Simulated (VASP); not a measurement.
# Ag (Silver): the relaxed cell at several levels, part 2 of 3

Which functional gives the lattice of Ag (Silver) as experiment finds it, and is a dearer one worth its cost? LASPH is on for some levels and off for others; the table marks which. The start is a cell from a database of measured crystal structures.

VASP 6.6.1, plane waves and PAW; the level of theory is named at each step.

Still holding for the runs below: This run has no spin polarisation. Its electron count is odd, so without a moment it is a metal by construction. The k-mesh is coarse for a metal.

So far, final volume (Å³): step 2 (relaxation, level LDA) 16.1; step 3 (relaxation, level PBEsol) 16.7.

**4. Relaxation with PBE**

This step: PBE; plane waves and PAW (Ag) (VASP 6.6.1).

PBE, the usual starting point, adds the gradient of the density.

Contents of INCAR:

```
SYSTEM = Ag
PREC = Accurate
ENCUT = 520
EDIFF = 1E-06
NELM = 100
ISMEAR = -1
SIGMA = 0.05
LREAL = .FALSE.
ALGO = Normal
GGA = PE
NBANDS = 11
LORBIT = 11
LWAVE = .FALSE.
LCHARG = .FALSE.
KPAR = 2
IBRION = 2
NSW = 60
ISIF = 3
EDIFFG = -0.01
```

Contents of POSCAR:

```
Ag
1.0
    0.0000000000      2.0427500000      2.0427500000
    2.0427500000      0.0000000000      2.0427500000
    2.0427500000      2.0427500000      0.0000000000
Ag
1
Direct
    0.0000000000      0.0000000000      0.0000000000
```

Contents of KPOINTS:

```
Automatic mesh
0
Gamma
8 8 8
0 0 0
```

PAW data sets: Ag (PBE family, release 64).

Started as:

```console
mpirun -np 2 vasp_std
```

Output:

```text
[banner, memory and clock lines left out]
running    2 mpi-ranks, on    1 nodes
[...]
LDA part: xc-table for (Slater+PW92), standard interpolation
 POSCAR, INCAR and KPOINTS ok, starting setup
[...]
entering main loop
       N       E                     dE             d eps       ncg     rms          rms(c)
DAV:   1     0.489477928262E+02    0.48948E+02   -0.55171E+03   646   0.899E+02
DAV:   2    -0.228164431045E+01   -0.51229E+02   -0.48285E+02   707   0.197E+02
DAV:   3    -0.292801524065E+01   -0.64637E+00   -0.64613E+00   712   0.241E+01
DAV:   4    -0.292993867682E+01   -0.19234E-02   -0.19234E-02   698   0.134E+00
[...]
DAV:   9    -0.267892275876E+01   -0.78319E-05   -0.88649E-06   727   0.250E-02    0.228E-02
DAV:  10    -0.267892805965E+01   -0.53009E-05   -0.40865E-06   688   0.205E-02    0.481E-03
DAV:  11    -0.267892768162E+01    0.37804E-06   -0.86337E-08   364   0.269E-03
   1 F= -.26789277E+01 E0= -.26769221E+01  d E =-.267893E+01
[...]
DAV:   5    -0.268861588830E+01    0.24729E-03   -0.13403E-03   698   0.288E-01    0.292E-02
DAV:   6    -0.268862802541E+01   -0.12137E-04   -0.16709E-05   686   0.449E-02    0.354E-03
DAV:   7    -0.268862796082E+01    0.64587E-07   -0.14833E-06   392   0.108E-02
   2 F= -.26886280E+01 E0= -.26867424E+01  d E =-.970028E-02
 trial-energy change:   -0.009700  1 .order   -0.011750   -0.043040    0.019540
 step:   0.6426(harm=  0.6878)  dis= 0.00000  next Energy=    -2.692213 (dE=-0.133E-01)
[...]
N       E                     dE             d eps       ncg     rms          rms(c)
DAV:   1    -0.281484444878E+01   -0.12622E+00   -0.19689E+00   656   0.148E+01    0.226E+00
DAV:   2    -0.269469667297E+01    0.12015E+00   -0.52602E-01   656   0.667E+00    0.616E-01
DAV:   3    -0.269272381991E+01    0.19729E-02   -0.32124E-03   707   0.501E-01    0.407E-01
DAV:   4    -0.269211163296E+01    0.61219E-03   -0.93672E-04   662   0.229E-01    0.362E-02
DAV:   5    -0.269210855232E+01    0.30806E-05   -0.59585E-06   683   0.214E-02    0.200E-02
DAV:   6    -0.269210951278E+01   -0.96046E-06   -0.11886E-06   649   0.860E-03
   3 F= -.26921095E+01 E0= -.26900530E+01  d E =-.131818E-01
[...]
reached required accuracy - stopping structural energy minimisation
```

Run time: 15 s. Hardware: 2 MPI ranks of Intel Xeon Platinum 8488C (Sapphire Rapids), shared host; peak memory 0.26 GiB; 17 s of CPU time.

From OUTCAR (step 4):

```text
  Total        0.0037486      0.0037486      0.0037486     -0.0000000     -0.0000000      0.0000000
  in kB        0.3350111      0.3350111      0.3350111     -0.0000000     -0.0000000      0.0000000
  external PRESSURE =       0.3350111 kB  Pullay stress =       0.0000000 kB

 POSITION                                       TOTAL-FORCE (eV/Angst)
 -----------------------------------------------------------------------------------
      0.00000      0.00000     -0.00000         0.000000      0.000000      0.000000
 -----------------------------------------------------------------------------------
    total drift:                                0.000000      0.000000     -0.000000

  FREE ENERGIE OF THE ION-ELECTRON SYSTEM (eV)
  ---------------------------------------------------
  free  energy   TOTEN  =        -2.6921095128 eV

  energy  without entropy=       -2.6879963968  energy(sigma->0) =       -2.69005295

[... 2 parts as in an earlier step ...]

[... 2 further parts left out ...]
[key lines of the parts left out:]
E-fermi :   7.5562
```

The steps of the relaxation:

```tsv
step	energy less that of the first step (eV)	largest force (eV/Å)	pressure (GPa)	volume (Å³)
1	0.0000	0.0000	5.12	17.05
2	-0.0097	0.0000	-2.15	18.43
3	-0.0132	0.0000	0.03	17.93
```

```tsv
conventional cell, symmetrised	before	after	change
a (Å)	4.085	4.155	+1.7 %
b (Å)	4.085	4.155	+1.7 %
c (Å)	4.085	4.155	+1.7 %
volume (Å³/atom)	17.05	17.93	+5.2 %
```

Final coordinates:

```xyz
1
Lattice="0.0000 2.0773 2.0773 2.0773 0.0000 2.0773 2.0773 2.0773 0.0000" Properties=species:S:1:pos:R:3 pbc="T T T"
Ag    0.0000    0.0000    0.0000
```

It ends at 17.93 Å³/atom, +5.2 % from the start, with 0.03 GPa left. The conventional cell has a = 4.155 Å.

**5. Relaxation with r2SCAN**

This step: r2SCAN; plane waves and PAW (Ag) (VASP 6.6.1).

r2SCAN adds the kinetic-energy density, costs more than a GGA and is run with LASPH.

INCAR: that of step 4 with these lines changed.

```diff
@@ -9,3 +9,4 @@
 ALGO = Normal
-GGA = PE
+METAGGA = R2SCAN
+LASPH = .TRUE.
 NBANDS = 11
```

POSCAR is that of step 4.

KPOINTS is that of step 4.

Started as:

```console
mpirun -np 2 vasp_std
```

Output:

```text
[banner, memory and clock lines left out]
running    2 mpi-ranks, on    1 nodes
[...]
[... a notice as in an earlier step ...]

 LDA part: xc-table for (None), standard interpolation
 POSCAR, INCAR and KPOINTS ok, starting setup
[...]
entering main loop
       N       E                     dE             d eps       ncg     rms          rms(c)
DAV:   1     0.287661248013E+02    0.28766E+02   -0.55987E+03   646   0.924E+02
DAV:   2    -0.240964602420E+02   -0.52863E+02   -0.49879E+02   710   0.202E+02
DAV:   3    -0.247784834966E+02   -0.68202E+00   -0.68179E+00   731   0.252E+01
DAV:   4    -0.247813804234E+02   -0.28969E-02   -0.28968E-02   716   0.158E+00
[...]
DAV:  11    -0.213278513700E+02    0.36504E-04   -0.13328E-04   683   0.111E-01    0.131E-02
DAV:  12    -0.213278489504E+02    0.24197E-05   -0.14027E-05   747   0.396E-02    0.175E-03
DAV:  13    -0.213278491686E+02   -0.21820E-06   -0.82673E-07   358   0.894E-03
   1 F= -.21327849E+02 E0= -.21325811E+02  d E =-.213278E+02
[...]
DAV:   6    -0.213291842172E+02   -0.15438E-04   -0.11733E-05   686   0.286E-02    0.125E-02
DAV:   7    -0.213291833149E+02    0.90227E-06   -0.73108E-07   550   0.666E-03
   2 F= -.21329183E+02 E0= -.21327222E+02  d E =-.133415E-02
 trial-energy change:   -0.001334  1 .order   -0.001666   -0.008579    0.005248
 step:   0.5856(harm=  0.6205)  dis= 0.00000  next Energy=   -21.330294 (dE=-0.245E-02)
[...]
N       E                     dE             d eps       ncg     rms          rms(c)
DAV:   1    -0.213630734660E+02   -0.33889E-01   -0.54255E-01   668   0.794E+00    0.117E+00
DAV:   2    -0.213303937890E+02    0.32680E-01   -0.14050E-01   686   0.345E+00    0.327E-01
DAV:   3    -0.213303752517E+02    0.18537E-04   -0.95523E-04   733   0.315E-01    0.234E-01
DAV:   4    -0.213302615239E+02    0.11373E-03   -0.47949E-04   677   0.136E-01    0.284E-02
DAV:   5    -0.213302427032E+02    0.18821E-04   -0.69387E-05   689   0.828E-02    0.119E-02
DAV:   6    -0.213302411227E+02    0.15805E-05   -0.12071E-06   668   0.103E-02    0.508E-03
DAV:   7    -0.213302419760E+02   -0.85332E-06   -0.11804E-07   328   0.363E-03
   3 F= -.21330242E+02 E0= -.21328205E+02  d E =-.239281E-02
[...]
reached required accuracy - stopping structural energy minimisation
```

It took 47 s on 2 MPI ranks; peak memory 0.26 GiB.

Parts of OUTCAR (step 5):

```text
  Total        0.0045243      0.0045243      0.0045243     -0.0000000     -0.0000000      0.0000000
  in kB        0.4165352      0.4165352      0.4165352     -0.0000000     -0.0000000      0.0000000
  external PRESSURE =       0.4165352 kB  Pullay stress =       0.0000000 kB

 POSITION                                       TOTAL-FORCE (eV/Angst)
 -----------------------------------------------------------------------------------
      0.00000      0.00000      0.00000         0.000000      0.000000     -0.000000
 -----------------------------------------------------------------------------------
    total drift:                               -0.000000      0.000000      0.000000

  FREE ENERGIE OF THE ION-ELECTRON SYSTEM (eV)
  ---------------------------------------------------
  free  energy   TOTEN  =       -21.3302419760 eV

  energy  without entropy=      -21.3261670345  energy(sigma->0) =      -21.32820451

[... 2 parts as in an earlier step ...]

[... 2 further parts left out ...]
[key lines of the parts left out:]
E-fermi :   7.9393
```

Relaxation path:

```tsv
step	energy less that of the first step (eV)	largest force (eV/Å)	pressure (GPa)	volume (Å³)
1	0.0000	0.0000	2.29	17.05
2	-0.0013	0.0000	-1.35	17.66
3	-0.0024	0.0000	0.04	17.40
```

```tsv
conventional cell, symmetrised	before	after	change
a (Å)	4.085	4.114	+0.7 %
b (Å)	4.085	4.114	+0.7 %
c (Å)	4.085	4.114	+0.7 %
volume (Å³/atom)	17.05	17.40	+2.1 %
```

The relaxed structure:

```
Ag
1.0
     0.00000    2.05680    2.05680
     2.05680    0.00000    2.05680
     2.05680    2.05680    0.00000
Ag
1
Direct
  0.00000 0.00000 0.00000
```

It ends at 17.40 Å³/atom, +2.1 % from the start, with 0.04 GPa left. The conventional cell has a = 4.114 Å.

**6. Relaxation with PBE + D3(BJ)**

This step: PBE with D3(BJ); plane waves and PAW (Ag) (VASP 6.6.1).

A dispersion term adds the long-range attraction that semilocal functionals lack. D3 with Becke-Johnson damping keeps a finite attraction at short range.

INCAR: that of step 5 with these lines changed.

```diff
@@ -9,4 +9,4 @@
 ALGO = Normal
-METAGGA = R2SCAN
-LASPH = .TRUE.
+GGA = PE
+IVDW = 12
 NBANDS = 11
```

POSCAR is that of step 5.

KPOINTS is that of step 5.

Started as:

```console
mpirun -np 2 vasp_std
```

Output:

```text
[... set-up lines as in an earlier step ...]
 entering main loop
       N       E                     dE             d eps       ncg     rms          rms(c)
[... 11 cycles as in an earlier step ...]
   1 F= -.32679191E+01 E0= -.32659136E+01  d E =-.326792E+01
[...]
N       E                     dE             d eps       ncg     rms          rms(c)
DAV:   1    -0.268608163012E+01   -0.71536E-02   -0.21020E-01   656   0.491E+00    0.720E-01
DAV:   2    -0.267377505052E+01    0.12307E-01   -0.49262E-02   656   0.208E+00    0.218E-01
DAV:   3    -0.267350219598E+01    0.27285E-03   -0.60329E-04   719   0.216E-01    0.146E-01
DAV:   4    -0.267344498135E+01    0.57215E-04   -0.10737E-04   668   0.814E-02    0.105E-02
DAV:   5    -0.267344470968E+01    0.27167E-06   -0.66627E-07   630   0.731E-03
   2 F= -.32680175E+01 E0= -.32660207E+01  d E =-.983458E-04
 trial-energy change:   -0.000098  1 .order   -0.000135   -0.000574    0.000305
 step:   0.5935(harm=  0.6531)  dis= 0.00000  next Energy=    -3.268082 (dE=-0.163E-03)
[...]
N       E                     dE             d eps       ncg     rms          rms(c)
DAV:   1    -0.267788064005E+01   -0.44357E-02   -0.34864E-02   653   0.201E+00    0.294E-01
DAV:   2    -0.267586745963E+01    0.20132E-02   -0.78969E-03   659   0.838E-01    0.929E-02
DAV:   3    -0.267581558090E+01    0.51879E-04   -0.11078E-04   722   0.929E-02    0.626E-02
DAV:   4    -0.267579842753E+01    0.17153E-04   -0.17362E-05   668   0.336E-02    0.341E-03
DAV:   5    -0.267579850594E+01   -0.78408E-07   -0.13904E-07   379   0.338E-03
   3 F= -.32680938E+01 E0= -.32660938E+01  d E =-.174642E-03
[...]
reached required accuracy - stopping structural energy minimisation
```

Wall time 13 s (2 MPI ranks); peak memory 0.28 GiB; 15 s of CPU time.

Parts of OUTCAR (step 6):

```text
 Edisp (eV)   -0.59457

 Edisp (eV)   -0.59230

  Total       0.00337     0.00337     0.00337    -0.00000     0.00000     0.00000
  in kB       0.31810     0.31810     0.31810    -0.00000     0.00000     0.00000
  external pressure =        0.32 kB  Pullay stress =        0.00 kB

 POSITION                                       TOTAL-FORCE (eV/Angst)
 -----------------------------------------------------------------------------------
      0.00000      0.00000      0.00000         0.000000      0.000000      0.000000
 -----------------------------------------------------------------------------------
    total drift:                               -0.000000     -0.000000     -0.000000

  FREE ENERGIE OF THE ION-ELECTRON SYSTEM (eV)
  ---------------------------------------------------
  free  energy   TOTEN  =        -3.2680937826 eV

  energy  without entropy=       -3.2640937213  energy(sigma->0) =       -3.26609375

[... 2 parts as in an earlier step ...]

[... 2 further parts left out ...]
[key lines of the parts left out:]
E-fermi :   8.3338
```

Dispersion corrections of this kind ignore metallic screening and tend to overbind metals.

It ends at 16.96 Å³/atom, -0.5 % from the start, with 0.03 GPa left. The conventional cell has a = 4.078 Å. Against plain PBE, the dispersion term moves a by -1.8 %.

**7. Relaxation with r2SCAN + rVV10**

This step: r2SCAN with rVV10; plane waves and PAW (Ag) (VASP 6.6.1).

LUSE_VDW switches on a nonlocal correlation term for dispersion.

INCAR: that of step 6 with these lines changed.

```diff
@@ -9,4 +9,8 @@
 ALGO = Normal
-GGA = PE
-IVDW = 12
+METAGGA = R2SCAN
+LUSE_VDW = .TRUE.
+IVDW_NL = 2
+BPARAM = 11.95
+CPARAM = 0.0093
+LASPH = .TRUE.
 NBANDS = 11
```

POSCAR is that of step 6.

KPOINTS is that of step 6.

Started as:

```console
mpirun -np 2 vasp_std
```

Output:

```text
[banner, memory and clock lines left out]
running    2 mpi-ranks, on    1 nodes
[...]
|                                                                             |
|               ----> ADVICE to this user running VASP <----                  |
|                                                                             |
|     You have switched on vdW-DFT.                                           |
|     This routine was written and supplied by Jiri Klimes. We recommend      |
|     that you carefully read and cite the following publications:            |
|       J. Klimes, D.R. Bowler, A. Michelides                                 |
|          J. Phys.: Cond Matt. 22 022201 (2010)                              |
|       J. Klimes, D.R. Bowler, A. Michelides                                 |
|          Phys. Rev. B. 83, 195131 (2011)                                    |
|     and references therein.                                                 |
|                                                                             |

[...]
DAV:   2    -0.210070509332E+02    0.16684E-02   -0.69651E-03   689   0.771E-01    0.774E-02
Total rVV10 correction in eV:      0.3210603    14.3274866
Total rVV10 correction in eV:      0.3210603    14.3274866
DAV:   3    -0.210070515925E+02   -0.65930E-06   -0.57758E-05   736   0.772E-02    0.558E-02
Total rVV10 correction in eV:      0.3211090    14.3274866
Total rVV10 correction in eV:      0.3211090    14.3274866
DAV:   4    -0.210070509251E+02    0.66737E-06   -0.24818E-05   680   0.311E-02    0.640E-03
Total rVV10 correction in eV:      0.3211241    14.3274866
Total rVV10 correction in eV:      0.3211241    14.3274866
DAV:   5    -0.210070494952E+02    0.14299E-05   -0.35032E-06   533   0.185E-02    0.261E-03
Total rVV10 correction in eV:      0.3211328    14.3274866
Total rVV10 correction in eV:      0.3211328    14.3274866
DAV:   6    -0.210070488865E+02    0.60871E-06   -0.78217E-08   328   0.285E-03
Total rVV10 correction in eV:      0.3211333    14.3274866
Total rVV10 correction in eV:      0.3211333    14.3274866
Total rVV10 correction in eV:      0.3211320    14.3274866
Total rVV10 correction in eV:      0.3211320    14.3274866
   3 F= -.21007049E+02 E0= -.21005014E+02  d E =-.467326E-04
[...]
reached required accuracy - stopping structural energy minimisation
```

It took 97 s on 2 MPI ranks; peak memory 0.4 GiB; 3 min of CPU time.

Parts of OUTCAR (step 7):

```text
  Total        0.0037136      0.0037136      0.0037136      0.0000000      0.0000000     -0.0000000
  in kB        0.3480692      0.3480692      0.3480692      0.0000000      0.0000000     -0.0000000
  external PRESSURE =       0.3480692 kB  Pullay stress =       0.0000000 kB

 POSITION                                       TOTAL-FORCE (eV/Angst)
 -----------------------------------------------------------------------------------
      0.00000      0.00000      0.00000         0.000000      0.000000      0.000000
 -----------------------------------------------------------------------------------
    total drift:                                0.000000     -0.000000      0.000000

  FREE ENERGIE OF THE ION-ELECTRON SYSTEM (eV)
  ---------------------------------------------------
  free  energy   TOTEN  =       -21.0070488865 eV

  energy  without entropy=      -21.0029799969  energy(sigma->0) =      -21.00501444

[... 2 parts as in an earlier step ...]

[... 2 further parts left out ...]
[key lines of the parts left out:]
E-fermi :   8.1551
```

It ends at 17.09 Å³/atom, +0.3 % from the start, with 0.03 GPa left. The conventional cell has a = 4.089 Å. Against plain r2SCAN, the dispersion term moves a by -0.6 %.

**8. Relaxation with PBEsol + D3(BJ)**

This step: PBEsol with D3(BJ); plane waves and PAW (Ag) (VASP 6.6.1).

INCAR: that of step 7 with these lines changed.

```diff
@@ -9,8 +9,4 @@
 ALGO = Normal
-METAGGA = R2SCAN
-LUSE_VDW = .TRUE.
-IVDW_NL = 2
-BPARAM = 11.95
-CPARAM = 0.0093
-LASPH = .TRUE.
+GGA = PS
+IVDW = 12
 NBANDS = 11
```

POSCAR is that of step 7.

KPOINTS is that of step 7.

Started as:

```console
mpirun -np 2 vasp_std
```

Output:

```text
[... set-up lines as in an earlier step ...]
 entering main loop
       N       E                     dE             d eps       ncg     rms          rms(c)
[... 11 cycles as in an earlier step ...]
   1 F= -.38224514E+01 E0= -.38204534E+01  d E =-.382245E+01
[...]
N       E                     dE             d eps       ncg     rms          rms(c)
DAV:   1    -0.534453173748E+01   -0.20674E+01   -0.33878E+01   656   0.607E+01    0.990E+00
DAV:   2    -0.325647877544E+01    0.20881E+01   -0.89486E+00   650   0.279E+01    0.183E+00
DAV:   3    -0.322422570590E+01    0.32253E-01   -0.50864E-02   707   0.199E+00    0.113E+00
DAV:   4    -0.321428798358E+01    0.99377E-02   -0.19397E-02   668   0.897E-01    0.111E-01
DAV:   5    -0.321427582079E+01    0.12163E-04   -0.22517E-04   686   0.143E-01    0.774E-02
DAV:   6    -0.321428752639E+01   -0.11706E-04   -0.16206E-05   692   0.397E-02    0.956E-03
DAV:   7    -0.321428830771E+01   -0.78132E-06   -0.72834E-07   445   0.928E-03
   2 F= -.38288121E+01 E0= -.38268042E+01  d E =-.636075E-02
 trial-energy change:   -0.006361  1 .order    0.000449   -0.090939    0.091837
 step:   0.5528(harm=  0.4975)  dis= 0.00000  next Energy=    -3.848738 (dE=-0.263E-01)
[...]
N       E                     dE             d eps       ncg     rms          rms(c)
DAV:   1    -0.366674489781E+01   -0.45246E+00   -0.68897E+00   653   0.289E+01    0.410E+00
DAV:   2    -0.328223560063E+01    0.38451E+00   -0.13459E+00   659   0.112E+01    0.159E+00
DAV:   3    -0.326943123322E+01    0.12804E-01   -0.34107E-02   724   0.168E+00    0.104E+00
DAV:   4    -0.326681494063E+01    0.26163E-02   -0.30388E-03   671   0.491E-01    0.817E-02
DAV:   5    -0.326681319003E+01    0.17506E-05   -0.17493E-04   695   0.965E-02    0.197E-02
DAV:   6    -0.326681898249E+01   -0.57925E-05   -0.46862E-06   683   0.236E-02    0.965E-04
DAV:   7    -0.326681906038E+01   -0.77887E-07   -0.58652E-08   364   0.206E-03
   3 F= -.38491044E+01 E0= -.38471189E+01  d E =-.266530E-01
[...]
reached required accuracy - stopping structural energy minimisation
```

Wall time 15 s (2 MPI ranks); peak memory 0.28 GiB; 19 s of CPU time.

From OUTCAR (step 8):

```text
 Edisp (eV)   -0.61452

 Edisp (eV)   -0.58229

  Total      -0.00574    -0.00574    -0.00574     0.00000    -0.00000     0.00000
  in kB      -0.57507    -0.57507    -0.57507     0.00000    -0.00000     0.00000
  external pressure =       -0.58 kB  Pullay stress =        0.00 kB

 POSITION                                       TOTAL-FORCE (eV/Angst)
 -----------------------------------------------------------------------------------
      0.00000      0.00000      0.00000         0.000000     -0.000000     -0.000000
 -----------------------------------------------------------------------------------
    total drift:                                0.000000      0.000000      0.000000

  FREE ENERGIE OF THE ION-ELECTRON SYSTEM (eV)
  ---------------------------------------------------
  free  energy   TOTEN  =        -3.8491043883 eV

  energy  without entropy=       -3.8451334319  energy(sigma->0) =       -3.84711891

[... 2 parts as in an earlier step ...]

[... 2 further parts left out ...]
[key lines of the parts left out:]
E-fermi :   9.0119
```

It ends at 15.99 Å³/atom, -6.2 % from the start, with -0.06 GPa left. The conventional cell has a = 3.999 Å. Against plain PBEsol, the dispersion term moves a by -1.5 %.

(Continued in part 3 of 3.)

[Lines on the potential files, build, host, timing and source positions are cut from VASP's logs without a mark.]

[Logs are printed without paths, hosts, clocks, repeated set-up lines and the standing remarks that a program may print on its own settings, such as how far it seeks lower states.]

[Hosts, paths, dates, database ids (printed as entryN), source tags and the programs' standing remarks are cut or masked in the printed files.]

[A measured line is paired with the nearest computed mode of its activity, which favours agreement.]
